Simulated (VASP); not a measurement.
Input of a VASP 6.6.1 run:

The input INCAR:

```
  ALGO = Fast
  EDIFF = 1E-7
  ENCUT = 520
  GGA = PS
  ISIF = 2
  ISMEAR = 0
  LASPH = T
  LCHARG = F
  LREAL = Auto
  LWAVE = F
  NBANDS = 56
  NELM = 60
  PREC = Accurate
  SIGMA = 0.02
```

File KPOINTS:

```
k-points
0
Gamma
  2 2 1
```

The input POSCAR:

```
PtC18
1.0
    7.3980000000      0.0000000000      0.0000000000
   -3.6990000000      6.4068560000      0.0000000000
    0.0000000000      0.0000000000     12.0000000000
C Pt
18 1
Direct
    0.0036054272     -0.0015639496      0.0785126667
    0.2248575238      0.1090637904      0.0805914167
    0.0056471056      0.3306699885      0.0852845833
    0.2245215807      0.4422710609      0.0808242500
    0.0056514723      0.6682461725      0.0852913333
    0.2245224979      0.7755259366      0.0808325000
    0.3367916817     -0.0015964148      0.0808322500
    0.5556658107      0.1056822566      0.0852984167
    0.3367843004      0.3316556514      0.0808265000
    0.5556618967      0.4432478270      0.0852944167
    0.3364521631      0.6648632340      0.0805884167
    0.5577071845      0.7754851990      0.0785139167
    0.6699332289     -0.0021681461      0.0799064167
    0.8913799710      0.1085533997      0.0799058333
    0.6665559630      0.3299097092      0.0983065833
    0.8947631496      0.4440177834      0.0982948333
    0.6699319649      0.6653678497      0.0799083333
    0.8913788533      0.7760915806      0.0799021667
    0.7806990638      0.3869804472      0.2585846667
```

Potentials or basis: VASP PAW PBE potentials, release 64 (C, Pt).

The run is started by

```bash
$ cat potpaw_PBE.64/C/POTCAR potpaw_PBE.64/Pt/POTCAR > POTCAR
$ mpirun -np 1 vasp_std > vasp.out
```

Question: What does it give for the band gap on the k mesh?

Answer: 0.30 eV, direct.

Question: What does it give for the largest force?

Answer: 0.121 eV/Å.

Forces in eV/Å, atoms in the order of the input:
```
C   -0.003 -0.005 -0.002
C    0.004 -0.003  0.004
C   -0.011 -0.004 -0.001
C    0.014  0.008 -0.002
C   -0.006 -0.009 -0.003
C    0.006  0.005 -0.001
C   -0.008 -0.005  0.002
C    0.000  0.012 -0.004
C   -0.002  0.001  0.000
C    0.004  0.003 -0.002
C    0.002 -0.008  0.004
C    0.005  0.002 -0.004
C    0.003  0.005  0.000
C   -0.004  0.001  0.005
C   -0.041 -0.025 -0.056
C    0.039  0.021 -0.061
C    0.000  0.000 -0.004
C   -0.001  0.000  0.004
Pt  -0.003 -0.001  0.121
```

Caveat: the k mesh is coarse (spacing up to 0.49 Å⁻¹), so the values aren't converged; the PAW data sets were made with another functional, which shifts forces and pressure a little; spin-orbit coupling is left out, which moves the levels of the heavy elements. As with any semilocal functional, this PBEsol gap is likely too small.
